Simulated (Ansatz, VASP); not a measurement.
**One structure in several programs: TaGa3 (I4/mmm, 4 atoms in the cell)**

Self-consistent single point.

```
TaGa3
1.0
   -1.89517     1.89517     4.33188
    1.89517    -1.89517     4.33188
    1.89517     1.89517    -4.33188
Ta Ga
1 3
Direct
  0.00000   0.00000   0.00000
  0.50000   0.50000   0.00000
  0.75000   0.25000   0.50000
  0.25000   0.75000   0.50000
```

Shared settings, as Ansatz (a program for electronic structure) writes them: kpoints.mp_grid.grid = 9 9 9; magnetization.spin_orbit = true; scf.occupations.method = fermi_dirac; scf.occupations.width = 0.0073 Ry. Potentials and cutoffs stand in the table.

```json
[
 {"code": "VASP", "model": "LDA (PZ), spin-orbit coupling, VASP's LDA PAW potentials (set 64)", "pressure (GPa)": "-5.15", "cutoff": "300 eV"},
 {"code": "Ansatz", "model": "LDA (PW92) with spin-orbit coupling, PAW files made with PBE", "pressure (GPa)": "-5.35", "cutoff": "default"}
]
```

The spread over the programs that give each value: pressure within 0.20 GPa.

Ansatz's pressure is given at a fixed set of plane waves, as the other plane-wave codes print theirs; with its correction for the finite basis it is -5.29 GPa. The same LDA comes in different parametrisations, which differ slightly.

VASP's run is marked for a possible Pulay error in its stress at this cutoff; no cutoff test was made.

The starting cell comes from a database of computed structures (which also holds hypothetical and non-ambient phases and stackings), without a prior relaxation at this level.

Keys are those of Ansatz 0.2.
